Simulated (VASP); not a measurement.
A VASP calculation is set up with these files.

INCAR:
```
SYSTEM = KBr
PREC = Accurate
ENCUT = 400
EDIFF = 1E-6
NELM = 100
ALGO = Normal
LREAL = .FALSE.
LASPH = .TRUE.
ISMEAR = 0
SIGMA = 0.05
GGA = PE
LMAXMIX = 4
LWAVE = .FALSE.
LCHARG = .FALSE.
ISIF = 2
NBANDS = 7
```

**KPOINTS**
```
Automatic mesh
0
Gamma
5 5 5
0 0 0
```

### POSCAR
```
KBr
1
    0.0000000000     3.3000000000     3.3000000000
    3.3000000000     0.0000000000     3.3000000000
    3.3000000000     3.3000000000     0.0000000000
K Br
1 1
Direct
  0.0000000000   0.0000000000   0.0000000000
  0.5000000000   0.5000000000   0.5000000000
```

POTCAR, in this order: K_sv Br (PBE.64 set). Program: vasp_std.

Output

standard output:
```
 POSCAR found type information on POSCAR K Br
 POSCAR found :  2 types and       2 ions
 Reading from existing POTCAR
 Reading from existing POTCAR
 LDA part: xc-table for (Slater+PW92), standard interpolation

 -----------------------------------------------------------------------------
|                                                                             |
|     EEEEEEE  RRRRRR   RRRRRR   OOOOOOO  RRRRRR      ###     ###     ###     |
|     E        R     R  R     R  O     O  R     R     ###     ###     ###     |
|     E        R     R  R     R  O     O  R     R     ###     ###     ###     |
|     EEEEE    RRRRRR   RRRRRR   O     O  RRRRRR       #       #       #      |
|     E        R   R    R   R    O     O  R   R                               |
|     E        R    R   R    R   O     O  R    R      ###     ###     ###     |
|     EEEEEEE  R     R  R     R  OOOOOOO  R     R     ###     ###     ###     |
|                                                                             |
|     The number of bands is not sufficient to hold all electrons. I am       |
|     sorry, but this calculation does not make sense. If you want to         |
|     calculate only selected states, you need to set either EFERMI or        |
|     EREF. EREF specifies around which energy states are supposed to be      |
|     calculated.                                                             |
|     I found NBANDS = 7, NELECT = 16.                                        |
|                                                                             |
|       ---->  I REFUSE TO CONTINUE WITH THIS SICK JOB ... BYE!!! <----       |
|                                                                             |
 -----------------------------------------------------------------------------
```

From input and log, find the fault in this run and mend it.

The cause: NBANDS is too small to hold all electrons. VASP stops with an error: The number of bands is not sufficient to hold all electrons. I am sorry, but this calculation does not make sense. If you want to calculate only selected states, you need to set either EFERMI or EREF. EREF specifies around which energy states are supposed to be calculated. I found NBANDS = 7, NELECT = 16. ----> I REFUSE TO CONTINUE WITH THIS SICK JOB ... BYE!!! <---- To mend it, remove NBANDS.

The mended run (PBE GGA, plane waves, VASP's PBE PAW potentials (set 64)) converges, and its OSZICAR ends with
```
   1 F= -.62146744E+01 E0= -.62146744E+01  d E =-.504618E-12
```

The compound is KBr in the rock salt structure. The cell was not relaxed at this level.
